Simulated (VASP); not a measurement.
PbO2 (rutile) relaxed at rising pressure, in one space group throughout; other phases were not tried. The pressures are those reached. All values below come from PBE GGA, VASP's PBE PAW potentials (set 64) (plane waves; VASP).

```csv
P (GPa),V (Å³/atom),k-mesh
0.11,14.785,5×5×7
4.97,14.219,5×5×7
9.81,13.761,5×5×7
19.80,13.032,5×5×7
29.96,12.462,7×7×9
```

A change of mesh leaves a small step in the series.

Question: Fit an equation of state and predict the volume at 45.07 GPa.

Answer: Least squares on the third-order Birch-Murnaghan form, P = (3B0/2)(y⁷ − y⁵)[1 + (3/4)(B′ − 4)(y² − 1)] with y = (V0/V)^(1/3), gives V0 = 14.798 Å³/atom, B0 = 112 GPa and B′ = 5.1, and so 11.813 Å³/atom. The run gave 11.801 Å³/atom, -0.1 % from the fit.

Pressures at which the relaxation failed are left out.

The compound is PbO2 in the rutile structure.
